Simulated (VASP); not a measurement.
Wanted: the native input for a VASP 6.6.1 run.

* Task: relaxation of cell and atoms
* Functional: PBE
* Potentials or basis: VASP PAW PBE potentials, release 64 (Cu)
* Cutoff: 600 eV
* k mesh: 21 × 21 × 21
* Occupations: methfessel-paxton, width 0.1 eV
* Spin: no spin polarisation
* Further INCAR settings: ALGO = Normal; EDIFF = 1e-06; IBRION = 2; EDIFFG = -0.01; NSW = 80; ISIF = 3

The structure of Cu lies in POSCAR:

```
Cu
1.0
    0.0000000000      1.8074800000      1.8074800000
    1.8074800000      0.0000000000      1.8074800000
    1.8074800000      1.8074800000      0.0000000000
Cu
1
Direct
    0.0000000000      0.0000000000      0.0000000000
```

One way to write it, as run:

INCAR

```
ALGO = Normal
EDIFF = 1E-6
EDIFFG = -0.01
ENCUT = 600
GGA = PE
IBRION = 2
ISIF = 3
ISMEAR = 1
ISYM = 2
KPAR = 4
LASPH = True
LCHARG = False
LREAL = False
LWAVE = False
NELM = 120
NSW = 80
PREC = Accurate
SIGMA = 0.1
```

KPOINTS

```
k-points
0
Gamma
  21 21 21
```

Potentials or basis: VASP PAW PBE potentials, release 64 (Cu).

Command:

```sh
$ cat potpaw_PBE.64/Cu/POTCAR > POTCAR
$ mpirun -np 4 vasp_std > vasp.out
```

It gave:

* Relaxed volume: 12.00 Å³/atom
* Relaxed cell: a = 2.570 Å, b = 2.570 Å, c = 2.570 Å, α = 60.00°, β = 60.00°, γ = 60.00°
* Space group after relaxing (to 0.05 Å): Fm-3m (No. 225)
* Energy gained by relaxing: 1.3 meV/atom
* Ionic steps: 3
* Pressure after relaxing: 0.0 GPa
* Band gap on the k mesh: none (metal or under the smearing width)

It took 8.6 s on 4 MPI ranks on Intel(R) Xeon(R) 6975P-C (Granite Rapids) (shared host), peak memory 0.16 GiB a rank.
